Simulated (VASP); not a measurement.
OSZICAR of a VASP run on LiCl (rock salt):

OSZICAR:
```
       N       E                     dE             d eps       ncg     rms          rms(c)
DAV:   1     0.347899605720E+02    0.34790E+02   -0.44564E+03   630   0.104E+03
DAV:   2    -0.147068831105E+02   -0.49497E+02   -0.48244E+02   855   0.169E+02
DAV:   3    -0.164257766200E+02   -0.17189E+01   -0.17156E+01   786   0.369E+01
DAV:   4    -0.164590894775E+02   -0.33313E-01   -0.33273E-01   996   0.515E+00
DAV:   5    -0.164593469473E+02   -0.25747E-03   -0.25747E-03   831   0.423E-01    0.252E+00
DAV:   6    -0.139791002797E+02    0.24802E+01   -0.40415E-01   934   0.613E+00    0.215E+00
DAV:   7    -0.145305889645E+02   -0.55149E+00   -0.14600E-01   785   0.509E+00    0.359E-01
DAV:   8    -0.146096314739E+02   -0.79043E-01   -0.20885E-01   766   0.515E+00    0.892E-01
DAV:   9    -0.143060614713E+02    0.30357E+00   -0.49650E-02   688   0.330E+00    0.701E-01
DAV:  10    -0.144583888134E+02   -0.15233E+00   -0.54308E-02   918   0.353E+00    0.222E-01
DAV:  11    -0.144657635124E+02   -0.73747E-02   -0.56523E-03   782   0.927E-01    0.214E-01
DAV:  12    -0.144652291092E+02    0.53440E-03   -0.39874E-04   770   0.231E-01    0.193E-01
DAV:  13    -0.144620247697E+02    0.32043E-02   -0.16116E-03   630   0.642E-01    0.152E-01
DAV:  14    -0.144657103832E+02   -0.36856E-02   -0.99537E-03   794   0.127E+00    0.573E-02
DAV:  15    -0.144657783313E+02   -0.67948E-04   -0.51012E-04   784   0.248E-01    0.506E-02
DAV:  16    -0.144657336787E+02    0.44653E-04   -0.19396E-05   924   0.493E-02    0.512E-02
DAV:  17    -0.144657121510E+02    0.21528E-04   -0.16607E-05   826   0.589E-02    0.417E-02
DAV:  18    -0.144656421455E+02    0.70006E-04   -0.22026E-03   851   0.491E-01    0.192E-02
DAV:  19    -0.144656143241E+02    0.27821E-04   -0.92382E-05   825   0.133E-01    0.149E-02
DAV:  20    -0.144656288305E+02   -0.14506E-04   -0.11967E-05   775   0.373E-02    0.141E-02
DAV:  21    -0.144656384259E+02   -0.95953E-05   -0.27122E-05   692   0.602E-02    0.114E-02
DAV:  22    -0.144656459411E+02   -0.75152E-05   -0.36387E-05   845   0.706E-02    0.603E-03
DAV:  23    -0.144656469996E+02   -0.10585E-05   -0.94877E-06   973   0.326E-02    0.267E-03
DAV:  24    -0.144656506098E+02   -0.36101E-05   -0.16296E-06   773   0.183E-02    0.346E-03
DAV:  25    -0.144656542674E+02   -0.36576E-05   -0.17021E-05   835   0.475E-02    0.278E-03
DAV:  26    -0.144656569704E+02   -0.27030E-05   -0.10072E-06   772   0.937E-03    0.311E-03
DAV:  27    -0.144656565188E+02    0.45158E-06   -0.20758E-06   764   0.172E-02    0.183E-03
DAV:  28    -0.144656555363E+02    0.98245E-06   -0.38218E-07   924   0.660E-03    0.118E-03
DAV:  29    -0.144656544889E+02    0.10475E-05   -0.72590E-07   835   0.935E-03    0.434E-04
DAV:  30    -0.144656537936E+02    0.69522E-06   -0.22852E-08   481   0.173E-03    0.227E-04
DAV:  31    -0.144656532783E+02    0.51535E-06   -0.71980E-08   855   0.298E-03    0.195E-04
DAV:  32    -0.144656530935E+02    0.18481E-06   -0.48814E-09   343   0.104E-03    0.132E-04
DAV:  33    -0.144656530398E+02    0.53645E-07   -0.38611E-09   342   0.665E-04
   1 F= -.14465653E+02 E0= -.14465653E+02  d E =-.597910E-25
```

### Question
Which electronic solver shows in the log?

### Answer
It is blocked Davidson (ALGO = Normal, or the opening steps of other solvers). The INCAR had ALGO = Normal.

### Question
Can the final energy be trusted as converged?

### Answer
The run converged. It stopped with EDIFF = 1E-7, NELM = 100 (SCAN meta-GGA, plane waves, VASP's PBE PAW potentials (set 64)).

The compound is LiCl in the rock salt structure. It was relaxed first.
